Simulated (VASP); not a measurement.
Here is the system:

```
CELL_PARAMETERS angstrom
      2.50164     0.00000     0.00000
     -1.25082     2.16648     0.00000
      0.00000     0.00000     7.36932
ATOMIC_POSITIONS crystal
  B  0.64933 0.30444 0.74935
  B  0.35705 0.68798 0.25135
  N  0.00635 0.00965 0.74805
  N  0.98727 0.99793 0.25125
```

These are PBEsol GGA, VASP's PBE PAW potentials (set 64) (plane waves; VASP) values and carry that method's errors. Settings: 400 eV cut-off, 15×15×5 Γ-centred mesh, Gaussian smearing of 0.010 eV, potentials B N.

At this cut-off the stress carries a Pulay error, which pulls relaxed volumes low.

Give the stress tensor in GPa (positive for a compressed cell).

```
 8.17   4.63   0.02
 4.63  -6.04   0.11
 0.02   0.11  -3.72
```
The pressure is its mean diagonal, -0.53 GPa.

The structure comes from a computed database's BN entry; how it stands against other phases isn't given here. The cell was not relaxed at this level, atoms are displaced from their ideal sites.
